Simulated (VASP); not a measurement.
```yaml
crystal:
  lattice:
    - [3.17962, 0.00000, 0.00000]
    - [-1.58981, 2.75363, 0.00000]
    - [0.00000, 0.00000, 5.12541]
  atoms:
    - { symbol: Zr, position: [0.33333, 0.66667, 0.25000] }
    - { symbol: Zr, position: [0.66667, 0.33333, 0.75000] }
```

The numbers are results of PBEsol GGA, VASP's PBE PAW potentials (set 64) (plane waves; VASP), not measurements. Numerical set-up: 400 eV cut-off, 15×15×8 Γ-centred mesh, tetrahedra with Blöchl corrections, potentials Zr_sv.

Task: Estimate the energy per atom (σ→0), band gap (on the k-mesh) with the smallest direct gap where there is one.

Result: 
The band gap (on the k-mesh) is none (metal, semimetal or under 0.01 eV). The energy per atom (σ→0) is -9.080 eV/atom.

The structure comes from a measured Zr entry (P6_3/mmc) of the Crystallography Open Database, whose conditions weren't checked. It was relaxed first.
